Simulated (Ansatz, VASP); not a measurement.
One calculation of CsMgBiO3, two programs

File INCAR:

```
PREC = Accurate
ENCUT = 520
EDIFF = 1E-7
ISMEAR = -1
SIGMA = 0.05
LREAL = F
LASPH = T
NELM = 80
ALGO = Normal
ISIF = 2
LWAVE = F
LCHARG = F
GGA = PE
NBANDS = 31
```

Contents of KPOINTS:

```
Automatic mesh
0
Gamma
  6 6 6
```

Contents of POSCAR:

```
CsMgBiO3
1.0
    3.1868559009      1.8399321122      3.7456919823
   -3.1868559009      1.8399321122      3.7456919823
    0.0000000000     -3.6798642245      3.7456919823
Bi Cs Mg O
1 1 1 3
Direct
    0.5652985500      0.5652985500      0.5652985500
    0.9172816500      0.9172816500      0.9172816500
    0.3021917400      0.3021917400      0.3021917400
    0.9822380200      0.4913922600      0.4913922600
    0.4913922600      0.4913922600      0.9822380200
    0.4913922600      0.9822380200      0.4913922600
```

File input.yaml:

```yaml
crystal:
  lattice:
    - [3.1868559009, 1.8399321122, 3.7456919823]
    - [-3.1868559009, 1.8399321122, 3.7456919823]
    - [0.0, -3.6798642245, 3.7456919823]
  atoms:
    - { symbol: Bi, position: [0.56529855, 0.56529855, 0.56529855] }
    - { symbol: Cs, position: [0.91728165, 0.91728165, 0.91728165] }
    - { symbol: Mg, position: [0.30219174, 0.30219174, 0.30219174] }
    - { symbol: O, position: [0.98223802, 0.49139226, 0.49139226] }
    - { symbol: O, position: [0.49139226, 0.49139226, 0.98223802] }
    - { symbol: O, position: [0.49139226, 0.98223802, 0.49139226] }
hamiltonian:
  xc: pbe
  pseudopotentials: { kind: paw }
kpoints:
  mp_grid: { grid: [6, 6, 6] }
scf:
  occupations: { method: fermi_dirac, width: 0.05 }
output:
  forces: true
  stress: true
  eigenvalues: true
```

Change from the starting cell: volume scaled by 0.96.

Alike in both runs: task single point; functional PBE; k mesh 6 × 6 × 6; occupations fermi-dirac, width 0.05 eV; no spin polarisation.

```csv
,VASP,Ansatz
version,VASP 6.6.1,Ansatz 0.2.0
potentials or method,"VASP PAW PBE potentials, release 64 (Bi_d, Cs_sv, Mg, O)",Ansatz PAW
plane-wave cutoff (eV),520,420
valence electrons in the cell,44,52
```

|  | VASP | Ansatz | Ansatz less VASP |
| --- | --- | --- | --- |
| gap on the k mesh at the Fermi level (eV) | 2.61 | 2.62 | +0.011 |
| least direct gap on the mesh (eV) | 2.66 | 2.68 | +0.013 |
| pressure (GPa) | 2.9 | 2.8 | -0.07 |
| largest component of the traceless stress (GPa) | 0.31 | 0.23 | -0.071 |
| rms of the force components (eV/Å) | 0.117 | 0.097 | -0.0196 |

Atom by atom the forces differ by 0.033 eV/Å (rms over components). The two sets of potentials don't hold the same shells in valence.

Caveats: spin-orbit coupling is left out, which as a rule narrows the gap of such compounds by several tenths of an eV. A k mesh can miss the band edges.
